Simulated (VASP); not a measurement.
Method: r2SCAN meta-GGA, VASP's PBE PAW potentials (set 64) (plane waves; VASP).

VASP ran on this input.

INCAR:
```
! general
SYSTEM   =  SrCl2
PREC     =  Accurate
ENCUT    =  530
LREAL    =  .FALSE.
LASPH    =  .TRUE.

! electronic loop
EDIFF    =  1E-7
NELM     =  100
ALGO     =  Normal
LMAXMIX  =  4
LMIXTAU  =  .TRUE.

! smearing
ISMEAR   =  0
SIGMA    =  0.05

! functional
METAGGA  =  R2SCAN

! ions
IBRION   =  6
NSW      =  1
ISIF     =  3
POTIM    =  0.015
NFREE    =  2

! output
LWAVE    =  .FALSE.
LCHARG   =  .FALSE.
```

KPOINTS:
```
Automatic mesh
0
Gamma
5 5 5
0 0 0
```

**POSCAR**
```
SrCl2
1
    0.0000000000     3.4979229564     3.4979229564
    3.4979229564     0.0000000000     3.4979229564
    3.4979229564     3.4979229564     0.0000000000
Sr Cl
1 2
Direct
  0.0000000000   0.0000000000   0.0000000000
  0.2500000000   0.2500000000   0.2500000000
  0.7500000000   0.7500000000   0.7500000000
```

POTCAR, in this order: Sr_sv Cl (PBE.64 set). Program: vasp_std.

Output of the run:

### OUTCAR
```
 ion  position               nearest neighbor table
   1  0.000  0.000  0.000-   3 3.03   3 3.03   3 3.03   2 3.03   3 3.03   2 3.03   2 3.03   2 3.03
  LATTYP: Found a face centered cubic cell.
 ALAT       =     6.9958459128
 Subroutine PRICEL returns:
 Original cell was already a primitive cell.
 Subroutine GETGRP returns: Found 48 space group operations
The static configuration has the point symmetry O_h .
The dynamic configuration has the point symmetry O_h .
 Subroutine INISYM returns: Found 48 space group operations
 Subroutine IBZKPT returns following result:
 Found     10 irreducible k-points:

 Following reciprocal coordinates:
            Coordinates               Weight
  0.000000  0.000000  0.000000      1.000000
  0.200000  0.000000  0.000000      8.000000
  0.400000  0.000000  0.000000      8.000000
  0.200000  0.200000  0.000000      6.000000
  0.400000  0.200000  0.000000     24.000000
 -0.400000  0.200000  0.000000     24.000000
 -0.200000  0.200000  0.000000     12.000000
  0.400000  0.400000  0.000000      6.000000
 -0.400000  0.400000  0.000000     12.000000
 -0.400000  0.400000  0.200000     24.000000
...
```

File OSZICAR:
```
...
DAV:   8    -0.356964720040E+02    0.10421E-05   -0.35303E-05  1504   0.679E-02    0.669E-03
DAV:   9    -0.356964992669E+02   -0.27263E-04   -0.18996E-05  1568   0.534E-02    0.360E-03
DAV:  10    -0.356965039843E+02   -0.47173E-05   -0.13571E-06  1624   0.126E-02    0.329E-03
DAV:  11    -0.356965049153E+02   -0.93103E-06   -0.43589E-07  1792   0.687E-03    0.130E-03
DAV:  12    -0.356965056685E+02   -0.75318E-06   -0.38328E-07  1536   0.677E-03    0.675E-04
DAV:  13    -0.356965056528E+02    0.15716E-07   -0.20033E-08  1088   0.130E-03
  11 F= -.35696506E+02 E0= -.35696506E+02  d E =-.982727E-19
       N       E                     dE             d eps       ncg     rms          rms(c)
DAV:   1    -0.357172137927E+02   -0.20708E-01   -0.16450E+00  1344   0.854E+00    0.812E-01
DAV:   2    -0.357027965388E+02    0.14417E-01   -0.24899E-02  1840   0.138E+00    0.457E-01
DAV:   3    -0.356959749471E+02    0.68216E-02   -0.26575E-02  1640   0.137E+00    0.142E-01
DAV:   4    -0.356962607066E+02   -0.28576E-03   -0.56797E-03  1560   0.774E-01    0.753E-02
DAV:   5    -0.356958896690E+02    0.37104E-03   -0.37440E-03  1384   0.647E-01    0.373E-02
DAV:   6    -0.356962458502E+02   -0.35618E-03   -0.20177E-03  1400   0.453E-01    0.196E-02
DAV:   7    -0.356964947888E+02   -0.24894E-03   -0.30863E-04  1640   0.180E-01    0.102E-02
DAV:   8    -0.356964887695E+02    0.60193E-05   -0.53257E-05  1616   0.766E-02    0.448E-03
DAV:   9    -0.356965049231E+02   -0.16154E-04   -0.12969E-05  1536   0.403E-02    0.114E-03
DAV:  10    -0.356965050153E+02   -0.92274E-07   -0.45353E-06  1488   0.225E-02    0.195E-03
DAV:  11    -0.356965055253E+02   -0.50995E-06   -0.21997E-06  1584   0.166E-02    0.423E-04
DAV:  12    -0.356965059028E+02   -0.37749E-06   -0.36975E-07  1744   0.720E-03    0.167E-04
DAV:  13    -0.356965058264E+02    0.76406E-07   -0.11335E-08  1232   0.116E-03
  12 F= -.35696506E+02 E0= -.35696506E+02  d E =-.157794E-18
       N       E                     dE             d eps       ncg     rms          rms(c)
DAV:   1    -0.357379181026E+02   -0.41412E-01   -0.20402E+00  1296   0.980E+00    0.127E+00
DAV:   2    -0.357046094392E+02    0.33309E-01   -0.42823E-02  1840   0.182E+00    0.666E-01
DAV:   3    -0.356954437952E+02    0.91656E-02   -0.53557E-02  1720   0.187E+00    0.249E-01
DAV:   4    -0.356960893537E+02   -0.64556E-03   -0.10201E-02  1560   0.992E-01    0.124E-01
DAV:   5    -0.356959119746E+02    0.17738E-03   -0.49700E-03  1424   0.727E-01    0.628E-02
DAV:   6    -0.356961540390E+02   -0.24206E-03   -0.22402E-03  1440   0.464E-01    0.367E-02
DAV:   7    -0.356964773963E+02   -0.32336E-03   -0.12958E-04  1776   0.119E-01    0.243E-02
DAV:   8    -0.356964751491E+02    0.22471E-05   -0.31921E-05  1472   0.648E-02    0.645E-03
DAV:   9    -0.356964994183E+02   -0.24269E-04   -0.17430E-05  1544   0.512E-02    0.338E-03
DAV:  10    -0.356965041776E+02   -0.47592E-05   -0.14080E-06  1608   0.129E-02    0.308E-03
DAV:  11    -0.356965051253E+02   -0.94773E-06   -0.42442E-07  1784   0.691E-03    0.114E-03
DAV:  12    -0.356965056651E+02   -0.53978E-06   -0.29306E-07  1416   0.588E-03    0.666E-04
DAV:  13    -0.356965056499E+02    0.15154E-07   -0.20156E-08  1056   0.135E-03
  13 F= -.35696506E+02 E0= -.35696506E+02  d E =-.763623E-19
       N       E                     dE             d eps       ncg     rms          rms(c)
DAV:   1    -0.357025369748E+02   -0.60313E-02   -0.11981E+00   576   0.802E+00    0.602E-01
DAV:   2    -0.356998005634E+02    0.27364E-02   -0.40054E-02   864   0.172E+00    0.344E-01
DAV:   3    -0.356968001759E+02    0.30004E-02   -0.90064E-03   744   0.846E-01    0.111E-01
DAV:   4    -0.356967098824E+02    0.90293E-04   -0.41813E-03   848   0.596E-01    0.268E-02
DAV:   5    -0.356967551102E+02   -0.45228E-04   -0.16828E-03   680   0.445E-01    0.168E-02
DAV:   6    -0.356969601669E+02   -0.20506E-03   -0.95819E-04   672   0.309E-01    0.622E-03
DAV:   7    -0.356970845133E+02   -0.12435E-03   -0.29914E-04   672   0.179E-01    0.288E-03
DAV:   8    -0.356971225156E+02   -0.38002E-04   -0.50825E-05   736   0.757E-02    0.197E-03
DAV:   9    -0.356971266033E+02   -0.40877E-05   -0.43476E-06   824   0.236E-02    0.733E-04
DAV:  10    -0.356971253140E+02    0.12892E-05   -0.43418E-06   704   0.211E-02    0.420E-04
DAV:  11    -0.356971278290E+02   -0.25150E-05   -0.12211E-06   696   0.113E-02    0.173E-04
DAV:  12    -0.356971246287E+02    0.32003E-05   -0.17684E-06   688   0.135E-02    0.693E-05
DAV:  13    -0.356971255632E+02   -0.93448E-06   -0.68727E-08   720   0.253E-03    0.446E-05
DAV:  14    -0.356971255406E+02    0.22555E-07   -0.26630E-09   512   0.465E-04
  14 F= -.35697126E+02 E0= -.35697126E+02  d E =-.146410E-11
       N       E                     dE             d eps       ncg     rms          rms(c)
DAV:   1    -0.356865883656E+02    0.10537E-01   -0.13074E+00   576   0.784E+00    0.621E-01
DAV:   2    -0.356954204927E+02   -0.88321E-02   -0.65814E-02   784   0.219E+00    0.285E-01
DAV:   3    -0.356967034554E+02   -0.12830E-02   -0.37215E-03   848   0.563E-01    0.123E-01
DAV:   4    -0.356965627235E+02    0.14073E-03   -0.12833E-03   664   0.380E-01    0.407E-02
DAV:   5    -0.356971158433E+02   -0.55312E-03   -0.35501E-04   856   0.192E-01    0.115E-02
DAV:   6    -0.356971189582E+02   -0.31150E-05   -0.27328E-05   912   0.559E-02    0.792E-03
DAV:   7    -0.356971237986E+02   -0.48404E-05   -0.72068E-06   744   0.310E-02    0.298E-03
DAV:   8    -0.356971250070E+02   -0.12084E-05   -0.45708E-06   720   0.259E-02    0.215E-03
DAV:   9    -0.356971253818E+02   -0.37477E-06   -0.97296E-07   928   0.110E-02    0.806E-04
DAV:  10    -0.356971257206E+02   -0.33879E-06   -0.47247E-07   712   0.777E-03    0.386E-04
DAV:  11    -0.356971257801E+02   -0.59521E-07   -0.86238E-08   632   0.354E-03
  15 F= -.35697126E+02 E0= -.35697126E+02  d E =-.160339E-11
       N       E                     dE             d eps       ncg     rms          rms(c)
DAV:   1    -0.356923665650E+02    0.47592E-02   -0.85664E-01   864   0.668E+00    0.322E-01
DAV:   2    -0.356964542631E+02   -0.40877E-02   -0.35152E-02  1160   0.160E+00    0.145E-01
DAV:   3    -0.356970723277E+02   -0.61806E-03   -0.12539E-03  1264   0.352E-01    0.106E-01
DAV:   4    -0.356967670793E+02    0.30525E-03   -0.61321E-04  1000   0.240E-01    0.327E-02
DAV:   5    -0.356970876333E+02   -0.32055E-03   -0.36608E-04   952   0.206E-01    0.110E-02
DAV:   6    -0.356971066267E+02   -0.18993E-04   -0.44249E-05  1296   0.676E-02    0.106E-02
DAV:   7    -0.356971147126E+02   -0.80859E-05   -0.90678E-06  1208   0.303E-02    0.528E-03
DAV:   8    -0.356971160541E+02   -0.13415E-05   -0.16600E-06  1144   0.153E-02    0.243E-03
DAV:   9    -0.356971169595E+02   -0.90540E-06   -0.99772E-07  1232   0.105E-02    0.134E-03
DAV:  10    -0.356971170283E+02   -0.68796E-07   -0.13067E-07   968   0.393E-03
  16 F= -.35697117E+02 E0= -.35697117E+02  d E =-.132845E-11
       N       E                     dE             d eps       ncg     rms          rms(c)
DAV:   1    -0.356929468902E+02    0.41701E-02   -0.13113E+00   864   0.575E+00    0.358E-01
DAV:   2    -0.356961916002E+02   -0.32447E-02   -0.38886E-02  1200   0.142E+00    0.165E-01
DAV:   3    -0.356968635452E+02   -0.67195E-03   -0.26418E-03   984   0.485E-01    0.133E-01
DAV:   4    -0.356961152403E+02    0.74830E-03   -0.19248E-03   928   0.421E-01    0.745E-02
DAV:   5    -0.356965924787E+02   -0.47724E-03   -0.24939E-03   920   0.478E-01    0.455E-02
DAV:   6    -0.356971094879E+02   -0.51701E-03   -0.49933E-04  1072   0.210E-01    0.165E-02
DAV:   7    -0.356971093304E+02    0.15753E-06   -0.20737E-05  1248   0.416E-02    0.114E-02
DAV:   8    -0.356971139084E+02   -0.45780E-05   -0.31910E-06  1128   0.184E-02    0.678E-03
DAV:   9    -0.356971170194E+02   -0.31110E-05   -0.20571E-06  1120   0.140E-02    0.792E-04
DAV:  10    -0.356971169568E+02    0.62583E-07   -0.27709E-07  1240   0.497E-03
  17 F= -.35697117E+02 E0= -.35697117E+02  d E =-.111430E-11
```

### OUTCAR
```
------------------------ aborting loop because EDIFF is reached ----------------------------------------
  FORCE on cell =-STRESS in cart. coord.  units (eV):
  Direction    XX          YY          ZZ          XY          YZ          ZX
  --------------------------------------------------------------------------------------
  Total        0.0186271      0.0175717      0.0175717      0.0000000      0.0384627      0.0000000
  in kB        0.3486551      0.3288995      0.3288995      0.0000000      0.7199281      0.0000000
  external PRESSURE =       0.3354847 kB  Pullay stress =       0.0000000 kB
  volume of cell :       85.60
      direct lattice vectors                 reciprocal lattice vectors
     0.000000000  3.497922956  3.497922956    -0.142941970  0.142941970  0.142941970
     3.497922956  0.000000000  3.497922956     0.142941970 -0.142941970  0.142941970
     3.497922956  3.497922956  0.000000000     0.142941970  0.142941970 -0.142941970
 POSITION                                       TOTAL-FORCE (eV/Angst)
 -----------------------------------------------------------------------------------
      0.00000      0.00000      0.00000        -0.021689     -0.000000     -0.000000
      1.73396      1.74896      1.74896         0.044524     -0.000000     -0.000000
      5.24688      5.24688      5.24688        -0.022835      0.000000      0.000000
 -----------------------------------------------------------------------------------
    total drift:                                0.001347     -0.000000     -0.000000
  FREE ENERGIE OF THE ION-ELECTRON SYSTEM (eV)
  ---------------------------------------------------
  free  energy   TOTEN  =       -35.6971169568 eV

  energy  without entropy=      -35.6971169568  energy(sigma->0) =      -35.69711696

   1 f  =    5.554286 THz    34.898608 2PiTHz  185.271037 cm-1    22.970671 meV
             X         Y         Z           dx          dy          dz
      0.000000  0.000000  0.000000     0.000000    0.000000   -0.000000
      1.748961  1.748961  1.748961    -0.042942    0.702128    0.071921
      5.246884  5.246884  5.246884     0.042942   -0.702128   -0.071921

   2 f  =    5.554286 THz    34.898608 2PiTHz  185.271037 cm-1    22.970671 meV
             X         Y         Z           dx          dy          dz
      0.000000  0.000000  0.000000    -0.000000    0.000000   -0.000000
      1.748961  1.748961  1.748961    -0.009722    0.071459   -0.703420
      5.246884  5.246884  5.246884     0.009722   -0.071459    0.703420

   3 f  =    5.554286 THz    34.898608 2PiTHz  185.271037 cm-1    22.970671 meV
             X         Y         Z           dx          dy          dz
      0.000000  0.000000  0.000000    -0.000000    0.000000   -0.000000
      1.748961  1.748961  1.748961     0.705735    0.043706   -0.005314
      5.246884  5.246884  5.246884    -0.705735   -0.043706    0.005314

   4 f  =    4.234428 THz    26.605698 2PiTHz  141.245324 cm-1    17.512180 meV
             X         Y         Z           dx          dy          dz
      0.000000  0.000000  0.000000     0.165740    0.644929    0.041861
      1.748961  1.748961  1.748961    -0.130840   -0.509127   -0.033046
      5.246884  5.246884  5.246884    -0.130840   -0.509127   -0.033046

   5 f  =    4.234428 THz    26.605698 2PiTHz  141.245324 cm-1    17.512180 meV
             X         Y         Z           dx          dy          dz
      0.000000  0.000000  0.000000    -0.262601    0.027715    0.612722
      1.748961  1.748961  1.748961     0.207305   -0.021879   -0.483702
      5.246884  5.246884  5.246884     0.207305   -0.021879   -0.483702

   6 f  =    4.234428 THz    26.605698 2PiTHz  141.245324 cm-1    17.512180 meV
             X         Y         Z           dx          dy          dz
      0.000000  0.000000  0.000000    -0.590531    0.168683   -0.260720
      1.748961  1.748961  1.748961     0.466184   -0.133164    0.205821
      5.246884  5.246884  5.246884     0.466184   -0.133164    0.205821

   7 f/i=    0.009060 THz     0.056923 2PiTHz    0.302193 cm-1     0.037467 meV
             X         Y         Z           dx          dy          dz
      0.000000  0.000000  0.000000     0.067244    0.187830    0.717664
      1.748961  1.748961  1.748961     0.042590    0.118965    0.454545
      5.246884  5.246884  5.246884     0.042590    0.118965    0.454545

   8 f/i=    0.009060 THz     0.056923 2PiTHz    0.302193 cm-1     0.037467 meV
             X         Y         Z           dx          dy          dz
      0.000000  0.000000  0.000000     0.741543   -0.037293   -0.059721
      1.748961  1.748961  1.748961     0.469669   -0.023620   -0.037825
      5.246884  5.246884  5.246884     0.469669   -0.023620   -0.037825

   9 f/i=    0.009060 THz     0.056923 2PiTHz    0.302193 cm-1     0.037467 meV
             X         Y         Z           dx          dy          dz
      0.000000  0.000000  0.000000    -0.020872   -0.719842    0.190356
      1.748961  1.748961  1.748961    -0.013219   -0.455925    0.120565
      5.246884  5.246884  5.246884    -0.013219   -0.455925    0.120565

 ELASTIC MODULI CONTR FROM IONIC RELAXATION (kBar)
 Direction    XX          YY          ZZ          XY          YZ          ZX
 --------------------------------------------------------------------------------
 XX          -0.0000      0.0000      0.0000      0.0000     -0.0000      0.0000
 YY           0.0000     -0.0000     -0.0000      0.0000      0.0000     -0.0000
 ZZ           0.0000     -0.0000     -0.0000     -0.0000      0.0000      0.0000
 XY           0.0000      0.0000     -0.0000    -54.8560      0.0000     -0.0000
 YZ          -0.0000      0.0000      0.0000      0.0000    -54.8560      0.0000
 ZX           0.0000     -0.0000      0.0000     -0.0000      0.0000    -54.8560
 --------------------------------------------------------------------------------

 TOTAL ELASTIC MODULI (kBar)
 Direction    XX          YY          ZZ          XY          YZ          ZX
 --------------------------------------------------------------------------------
 XX         745.7711    199.6341    199.6341     -0.0000     -0.0000      0.0000
 YY         199.6341    745.7711    199.6341      0.0000      0.0000      0.0000
 ZZ         199.6341    199.6341    745.7711      0.0000     -0.0000     -0.0000
 XY          -0.0000      0.0000      0.0000    102.8525      0.0000     -0.0000
 YZ          -0.0000      0.0000     -0.0000      0.0000    102.8525      0.0000
 ZX           0.0000      0.0000     -0.0000     -0.0000      0.0000    102.8525
 --------------------------------------------------------------------------------
```
(Selected blocks of OUTCAR.)

The compound is SrCl2 in the fluorite structure. It was relaxed first.
